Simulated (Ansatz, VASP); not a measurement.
## LiZnF3: VASP beside Ansatz

Aim: how closely do two programs agree when they are given the same cell, functional and k mesh? The cell is generated by rule, not measured, and may not be a known phase. The cell is taken from a series of runs on this material, whose earlier steps may have relaxed, scaled, displaced or heated it; both programs get it as it stands.

Calculated with Ansatz 0.2.0; plane waves, with VASP 6.6.1 beside it; zone-centre phonons at PBEsol.

The structure was built from a prototype and need not be the compound's stable phase.

## (1) Starting point

The structure is cubic, space group Pm-3m (No. 221). Conventional cell: a = 3.968 Å, b = 3.968 Å, c = 3.968 Å, α = 90.00°, β = 90.00°, γ = 90.00°. Li has 12 F at 2.81 Å nearest. Nearest to Zn lie 6 F at 1.98 Å. Nearest to F lie 2 Zn at 1.98 Å. Farther neighbours and most contacts between anions are not listed.

## (2) Ansatz: zone-centre phonons, PBEsol

Ansatz runs on its PAW soft_1 files.

Second derivatives magnify differences that forces hide, and they need a tight electronic threshold.

File input.yaml:

```yaml
crystal:
  lattice:
    - [3.9677040432, 0.0, 0.0]
    - [0.0, 3.9677040432, 0.0]
    - [0.0, 0.0, 3.9677040432]
  atoms:
    - { symbol: Li, position: [0.0, 0.0, 0.0] }
    - { symbol: Zn, position: [0.5, 0.5, 0.5] }
    - { symbol: F, position: [0.5, 0.5, 0.0] }
    - { symbol: F, position: [0.5, 0.0, 0.5] }
    - { symbol: F, position: [0.0, 0.5, 0.5] }
kpoints:
  mp_grid: { grid: [8, 8, 8] }
hamiltonian:
  xc: pbesol
  pseudopotentials: { kind: paw, azcp: { folder: soft_1 }, xc_functional: pbe }
scf:
  occupations: { method: fixed }
output:
  eigenvalues: true
phonons:
  method: dfpt
  dielectric: true
  rigid_motions: translations
```

On the command line:

```
> ansatz run input.yaml --threads 4 --pin off --max-ram 16384MiB --backend cpu --events-out ev --progress --plain --runs-dir out
```

Numbers of over 12 decimals in the logs are rounded to 6 here.

The program printed:

```text
Engine: ansatz 0.2.0, x86_64-unknown-linux-gnu
Pseudopotentials: kind: paw
Pseudopotential: Li, paw, valence charge 3, recommended cutoff 420 eV (normal), soft_1/Li.paw.azcp
Pseudopotential: Zn, paw, valence charge 12, recommended cutoff 420 eV (normal), soft_1/Zn.paw.azcp
Pseudopotential: F, paw, valence charge 7, recommended cutoff 420 eV (normal), soft_1/F.paw.azcp
Functional definition: PBEsol
  exchange = pbesol_x
  correlation = pbesol_c
Crystal: 5 atoms, lattice volume = 62.462 Å³
Basis set: ecut = 420 eV, 1213 PW (Γ), exchange–correlation on 54×54×54 points (8 copies of the dense FFT grid, shifted against one another)
Bands: 23, of which v1, the nominal top of the filled ones, is band 18 counted from 1 (17 counted from 0)
Symmetry: 48 space group operations
k-points: 170 of 512 (irreducible under 2 space group operations, time reversal used)
Non-local potential: Li, projectors of the file, l = 0: 3, l = 1: 2, l = 2: 1
Non-local potential: Zn, projectors of the file, l = 0: 2, l = 1: 2, l = 2: 3, l = 3: 1
Non-local potential: F, projectors of the file, l = 0: 2, l = 1: 2, l = 2: 1
PAW form: soft (Blöchl's): semilocal exchange-correlation on the pseudo side does not see the compensation charge
PAW frozen core: Zn, regenerated for the run's functional, and the local potential with it (the file was generated under x = pbe(κ = 0.804, μ = 0.219515), c = pbe(β = 0.066725))
PAW frozen core: F, regenerated for the run's functional, and the local potential with it (the file was generated under x = pbe(κ = 0.804, μ = 0.219515), c = pbe(β = 0.066725))
PAW one-centre angular grid: Li, 110 points (default); XC on 64 Gauss nodes
PAW one-centre angular grid: Zn, 590 points (default); XC on 64 Gauss nodes
PAW one-centre angular grid: F, 110 points (default); XC on 64 Gauss nodes
Initial density: superposition of atomic densities (chi_scale 0.1, normalization cell, long waves kept (reshape's long-wave potential 0.03 eV rms))
Initial wavefunctions: pseudopotential atomic-orbital guess
Functional: x = pbesol(κ = 0.804, μ = 0.123457), c = pbesol(β = 0.046)
SCF iter   1: F=—  HF=-5893.265929 eV  |F-HF|=—  |Δ(HF+E_count)|=         —  Δρ=1.82e-1  dr2=1.26e1  ethr=3.10e-3  ⟨swp⟩=4.3  Hψ=17887  notcnv=0  defer=352
preconditioner: auto → Resta (q_TF=auto, 2.489 Å⁻¹)  ε∞=3.7  [insulator: Δε(μ)=2.900 eV  Ē_g=16.802 eV  n_scr=18 (ndim 8)  ℏωp=27.4 eV  f_vac=0.010  ε∞_Penn≈3.7]
SCF iter   2: F=—  HF=-5888.911272 eV  |F-HF|=—  |Δ(HF+E_count)|=    4.35e0  Δρ=4.01e-2  dr2=8.04e-1  ethr=3.10e-3  ⟨swp⟩=3.0  Hψ=11267  notcnv=0  defer=411
SCF iter   3: F=—  HF=-5888.465671 eV  |F-HF|=—  |Δ(HF+E_count)|=   4.46e-1  Δρ=2.14e-2  dr2=3.11e-1  ethr=2.23e-3  ⟨swp⟩=2.0  Hψ=7998  notcnv=0  defer=483
SCF iter   4: F=—  HF=-5888.415326 eV  |F-HF|=—  |Δ(HF+E_count)|=   5.03e-2  Δρ=1.06e-2  dr2=2.82e-2  ethr=8.64e-4  ⟨swp⟩=2.4  Hψ=6603  notcnv=0  defer=480
SCF iter   5: F=—  HF=-5888.447884 eV  |F-HF|=—  |Δ(HF+E_count)|=   3.26e-2  Δρ=6.99e-3  dr2=1.80e-2  ethr=7.83e-5  ⟨swp⟩=2.9  Hψ=8238  notcnv=0  defer=496
SCF iter   6: F=—  HF=-5888.441586 eV  |F-HF|=—  |Δ(HF+E_count)|=   6.30e-3  Δρ=3.16e-3  dr2=3.30e-3  ethr=5.01e-5  ⟨swp⟩=2.2  Hψ=6393  notcnv=0  defer=496
SCF iter   7: F=—  HF=-5888.441177 eV  |F-HF|=—  |Δ(HF+E_count)|=   4.09e-4  Δρ=6.66e-4  dr2=1.95e-4  ethr=9.16e-6  ⟨swp⟩=2.1  Hψ=6553  notcnv=0  defer=502
SCF iter   8: F=—  HF=-5888.441202 eV  |F-HF|=—  |Δ(HF+E_count)|=   2.47e-5  Δρ=8.65e-5  dr2=5.99e-6  ethr=5.41e-7  ⟨swp⟩=2.0  Hψ=6458  notcnv=0  defer=502
SCF iter   9: F=—  HF=-5888.441203 eV  |F-HF|=—  |Δ(HF+E_count)|=   1.08e-6  Δρ=2.41e-5  dr2=2.66e-7  ethr=1.66e-8  ⟨swp⟩=2.4  Hψ=6296  notcnv=0  defer=172
SCF iter  10: F=—  HF=-5888.441203 eV  |F-HF|=—  |Δ(HF+E_count)|=   5.03e-7  Δρ=2.28e-6  dr2=2.63e-9  ethr=7.39e-10  ⟨swp⟩=2.0  Hψ=6738  notcnv=0  defer=170
SCF iter  11: F=—  HF=-5888.441203 eV  |F-HF|=—  |Δ(HF+E_count)|=   3.82e-9  Δρ=4.81e-7  dr2=1.03e-10  ethr=7.31e-12  ⟨swp⟩=2.0  Hψ=6794  notcnv=0  defer=170
SCF iter  12: F=-5888.441203 eV  HF=-5888.441203 eV  |F-HF|=1.64e-11  |Δ(HF+E_count)|=  2.54e-10  Δρ=1.08e-7  dr2=7.12e-12  ethr=1.00e-12  ⟨swp⟩=11.1  Hψ=22665  notcnv=0
SCF 1 converged in 12 iterations: F = -5888.441203 eV  dr2 = 7.12e-12
  greatest PAW one-centre occupation: 0.999 electrons in one spin orbital (limit 2), on the Li atom at site 0 (counted from 0), in its partial waves of l = 0
DFPT response loops at Γ: preconditioner auto → none (the input reference at scf.mixing.eps_inf says where Resta's filter doesn't serve); β = 0.50; Broyden in place of MSR1
SCF converged after 12 iterations
Free energy (F): -5888.441203 eV
Harris-Foulkes:  -5888.441203 eV  (|F-HF|=1.64e-11)
Internal energy: -5888.441203 eV  (E = F + TS)
E sigma→0 (E₀):  -5888.441203 eV
Fermi energy:    2.616982 eV
--- Per-component energies (eV) ---
  E_band       = -217.983533
  E_kinetic    = 753.081377
  E_local      = -4452.989431  (includes V_loc(G=0)·N_el)
  E_nonlocal   = 1073.921020
  E_hartree    = 1712.264893
  E_xc         = -312.712639
  E_vxc        = -354.652487  (∫ρ·V_xc dr)
  E_paw        = -2481.889139  (= ΣΔE_a)
  E_vpaw       = -661.875802  (= ΣTr[D̂ρ^β])
  E_aug_tail   = 0.002100  (compensation charges beyond the density's cutoff)
  E_ewald      = -2181.044068
  E_core_change = 0.924684  (= ΣΔE_core)
  E_smearing   = -0.000000  (= −TS)
  E_closure    = -0.000000  (closes the sum)
  Σ components = -5888.441203   (vs F -5888.441203, Δ=0.00e0)
--- Band table (eV; the first three rows and the last of 170) ---
  k-point 0: bands = [... 14 lower, 0.1672, 0.2433, 0.2433, 0.2433, 5.6968, 10.1296, 13.4353, 13.4353, ... 1 higher]
  k-point 1: bands = [... 14 lower, 0.2010, 0.2898, 0.2898, 0.3809, 5.9815, 10.2676, 12.5777, 13.3930, ... 1 higher]
  k-point 2: bands = [... 14 lower, 0.2220, 0.4316, 0.4316, 0.6652, 6.7213, 10.4838, 11.6454, 13.2884, ... 1 higher]
  k-point 169: bands = [... 14 lower, 0.7927, 0.7927, 2.6170, 2.6170, 10.5318, 11.9437, 11.9437, 11.9437, ... 1 higher]
--- Phonons (Γ-DFPT): 4 representative perturbations + reference, on 170 of 512 k-points (Σ response iterations 15) ---
  k mesh reduced under 2 symmetry operations, with k and −k counted as one. Each operation leaves every solved perturbation unchanged. A smaller set is not considered because the run solves the response to a homogeneous field
  ASR residual: 2.590e-4 → 0.000e0 eV/Å²; symmetrization residual: 1.386e-6 eV/Å²
  ASR residual per site (eV/Å²): 1.99e-4 2.59e-4 9.52e-5 9.52e-5 9.52e-5
  Γ frequencies (cm⁻¹): -231.11 -231.11 -231.11 -40.21 -40.21 -40.21 0.00 0.00 0.00 187.72 187.72 187.72 488.99 488.99 488.99
  ε∞ (high-frequency dielectric tensor):
        2.289975    -0.000000     0.000000
        0.000000     2.289975     0.000000
        0.000000     0.000000     2.289975
  softest optical mode at Γ: -231.11 cm⁻¹; the repairs (sum rule, projections) moved no ω² at Γ by more than (2.94 cm⁻¹)²
  Born effective charges Z* (e; rows j = field, columns β = displacement):
    site 0:
         1.20764    0.00000    0.00000
        -0.00000    1.20764    0.00000
         0.00000    0.00000    1.20764
    site 1:
         2.20743    0.00000    0.00000
         0.00000    2.20743    0.00000
         0.00000    0.00000    2.20743
    site 2:
        -0.85758    0.00000    0.00000
         0.00000   -0.85758    0.00000
         0.00000    0.00000   -1.69990
    site 3:
        -0.85758    0.00000    0.00000
        -0.00000   -1.69990    0.00000
         0.00000    0.00000   -0.85758
    site 4:
        -1.69990    0.00000    0.00000
        -0.00000   -0.85758    0.00000
         0.00000    0.00000   -0.85758
  Z* charge neutrality: 1.326e-5 e pre-enforcement
  k-mesh period / interband length: 31.7 Å / 1.04 Å = 30.58 at k = (0.0000, 0.0000, 0.0000), direct gap 5.453 eV — 14 or more, which is no proof of convergence
  optical modes at Γ without the LO–TO term, one row a degenerate level:
      ω (cm⁻¹)  modes    IR ((D/Å)²/amu)
       -231.11      3            22.1453
        -40.21      3             0.0000
        187.72      3             1.4785
        488.99      3            11.9649
  optical modes at Γ + LO–TO along q̂ = [1.0000, 0.0000, 0.0000]:
      ω (cm⁻¹)  modes    IR ((D/Å)²/amu)
       -231.11      2            14.7636
        -40.21      3             0.0000
[...]
optical modes at Γ + LO–TO along q̂ = [0.0000, 1.0000, 0.0000]:
      ω (cm⁻¹)  modes    IR ((D/Å)²/amu)
[...]
570.95      1             7.6798
  optical modes at Γ + LO–TO along q̂ = [0.0000, 0.0000, 1.0000]:
      ω (cm⁻¹)  modes    IR ((D/Å)²/amu)
       -231.11      2            14.7636
        -40.21      3             0.0000
        120.58      1             1.5903
        187.72      2             0.9857
        239.39      1             2.5928
        488.99      2             7.9766
        570.95      1             7.6798
```

Reading the cycles: dr2 is the Hartree energy of the density residual (eV), the measure of convergence; HF is the Harris–Foulkes estimate of the energy, which meets the free energy F at convergence.

(Part 1 of 3 ends here.)

[Lines on the potential files, build, host, timing and source positions are cut from VASP's logs without a mark.]

[Logs are printed without paths, hosts, clocks, repeated set-up lines and the standing remarks that a program may print on its own settings, such as how far it seeks lower states.]

[Hosts, paths, dates, database ids (printed as entryN), source tags and the programs' standing remarks are cut or masked in the printed files.]
